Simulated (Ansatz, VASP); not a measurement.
Ca3SbP in VASP and in Ansatz

File INCAR:

```
SYSTEM = Ca3SbP
  PREC = Accurate
  ENCUT = 520
  EDIFF = 1E-6
  ISMEAR = 0
  SIGMA = 0.05
  LREAL = .FALSE.
  LASPH = .TRUE.
  NELM = 80
  ALGO = Fast
  ISIF = 2
  LWAVE = .FALSE.
  LCHARG = .FALSE.
  GGA = CA
  NBANDS = 28
```

The input KPOINTS:

```
regular mesh
0
G
  6 6 6
  0 0 0
```

Contents of POSCAR:

```
Ca3SbP
1.0
    5.2516179336      0.0000000000      0.0000000000
    0.0000000000      5.2516179336      0.0000000000
    0.0000000000      0.0000000000      5.2516179336
Ca Sb P
3 1 1
Direct
    0.0000000000      0.5000000000      0.5000000000
    0.4571560607      0.0000000000      0.5000000000
    0.5428439393      0.5000000000      0.0000000000
    0.0000000000      0.0000000000      0.0000000000
    0.5000000000      0.5000000000      0.5000000000
```

Input for Ansatz:

```yaml
crystal:
  lattice:
    - [5.2516179336, 0.0, 0.0]
    - [0.0, 5.2516179336, 0.0]
    - [0.0, 0.0, 5.2516179336]
  atoms:
    - { symbol: Ca, position: [0.0, 0.5, 0.5] }
    - { symbol: Ca, position: [0.4571560607, 0.0, 0.5] }
    - { symbol: Ca, position: [0.5428439393, 0.5, 0.0] }
    - { symbol: Sb, position: [0.0, 0.0, 0.0] }
    - { symbol: P, position: [0.5, 0.5, 0.5] }
basis:
  ecutwfc: 420
kpoints:
  mp_grid: { grid: [6, 6, 6] }
hamiltonian:
  xc: lda
scf:
  occupations: { method: gaussian, width: 0.05 }
output:
  forces: true
  stress: true
  eigenvalues: true
```

Change from the starting cell: mode 1 frozen in at +0.000 Å and mode 7 at -0.225 Å (largest displacements).

Alike in both runs: task single point; functional LDA; k mesh 6 × 6 × 6; occupations gaussian, width 0.05 eV; no spin polarisation.

|  | VASP | Ansatz |
| --- | --- | --- |
| version | VASP 6.6.1 | Ansatz 0.2.0 |
| potentials or method | VASP PAW LDA potentials, release 64 (Ca_sv, Sb, P) | scalar-relativistic, plane waves, PAW |
| plane-wave cutoff (eV) | 520 | 420 |
| valence electrons in the cell | 40 | 50 |

VASP gave:

* gap on the k mesh at the Fermi level (eV): 0.53
* least direct gap on the mesh (eV): 0.53
* pressure (GPa): 0.2
* largest component of the traceless stress (GPa): 0.50
* rms of the force components (eV/Å): 0.039

Problem. Estimate Ansatz's values.

Solution. gap on the k mesh at the Fermi level (eV): 0.54; least direct gap on the mesh (eV): 0.54; pressure (GPa): 0.0; largest component of the traceless stress (GPa): 0.50; rms of the force components (eV/Å): 0.039.

Atom by atom the forces differ by 0.000 eV/Å (rms over components). The two sets of potentials don't hold the same shells in valence.

Caveats: spin-orbit coupling is left out, which moves the levels of the heavy elements. A k mesh can miss the band edges.
